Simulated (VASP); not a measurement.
Shape and ions are relaxed at each volume.

Energy against volume of Ho (hcp). The numbers are results of PW91 GGA, VASP's PBE PAW potentials (set 64) (plane waves; VASP 6.6.1), not measurements.

The 4f electrons are frozen in the core of the lanthanide potential, so 4f levels, which can set the real gap, and their magnetism are missing.

| V (Å³/atom) | E (eV/atom) |
|---|---|
| 29.296 | -4.50490 |
| 30.231 | -4.51696 |
| 31.166 | -4.52091 |
| 32.101 | -4.51773 |
| 33.036 | -4.50799 |

Q: Fit a third-order Birch-Murnaghan equation of state.

A: 
```
Quantity                                        Result
---------------------------------------  -------------
volume per atom                          31.20 Å³/atom
bulk modulus                                  41.1 GPa
pressure derivative of the bulk modulus           2.60
```

Measured: bulk modulus 40.2 GPa (computed value off by +2.3 %), as given by Wikipedia, Holmium (infobox). The calculation is for a static lattice, while the measured bulk modulus holds thermal and zero-point effects, which are part of the difference.

The compound is Ho in the hcp structure. It was relaxed first.
